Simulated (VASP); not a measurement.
Input for VASP

INCAR:
```
SYSTEM  =  PtSe2
PREC  =  Accurate; ENCUT  =  400; LREAL  =  .FALSE.
LASPH  =  .TRUE.
EDIFF  =  1E-6; NELM  =  100; ALGO  =  Normal
LMAXMIX  =  6; LMIXTAU  =  .TRUE.
ISMEAR  =  0; SIGMA  =  0.05
METAGGA  =  R2SCAN
IBRION  =  2; NSW  =  60; ISIF  =  3
EDIFFG  =  -0.02
LWAVE  =  .FALSE.; LCHARG  =  .FALSE.
```

**KPOINTS**
```
Automatic mesh
0
Gamma
6 6 4
0 0 0
```

POSCAR:
```
PtSe2
1
    1.8593836747    -3.2205472359    -0.0000000000
    1.8593836747     3.2205472359     0.0000000000
    0.0000000000     0.0000000000     5.6592018599
Pt Se
1 2
Direct
  1.0000000000   0.0000000000   0.0000000000
  0.3333330000   0.6666670000   0.2280332987
  0.6666670000   0.3333330000   0.7719667013
```

POTCAR, in this order: Pt Se (PBE.64 set). Program: vasp_std.

Problem. Write an equivalent input for Ansatz.

Solution. One equivalent input (not run):
Ansatz 0.2 input:
```yaml
crystal:
  lattice:
    - [1.8593837, -3.2205472, 0.0000000]
    - [1.8593837, 3.2205472, 0.0000000]
    - [0.0000000, 0.0000000, 5.6592019]
  atoms:
    - { symbol: Pt, position: [1.0000000, 0.0000000, 0.0000000] }
    - { symbol: Se, position: [0.3333330, 0.6666670, 0.2280333] }
    - { symbol: Se, position: [0.6666670, 0.3333330, 0.7719667] }
kpoints:
  mp_grid: { grid: [6, 6, 4] }
hamiltonian:
  xc: r2scan
  pseudopotentials: { kind: paw }
scf:
  occupations: { method: gaussian, width: 0.05 }
  max_iter: 100
relax:
  max_steps: 60
  f_tol: 0.02
  cell: {}
output: { forces: true, stress: true, eigenvalues: true }
```
What does not carry over: each code has its own PAW files, so the cut-off isn't converted (ENCUT is set for VASP's; basis.ecutwfc is left out, and Ansatz then takes the one that its files recommend); Ansatz stops its SCF on the density residual and VASP on the energy change (EDIFF).

The compound is PtSe2 in the 1T layered structure. This run relaxes it. Symmetry was kept, so distortions that lower it aren't found. The start is the result of an earlier pass.
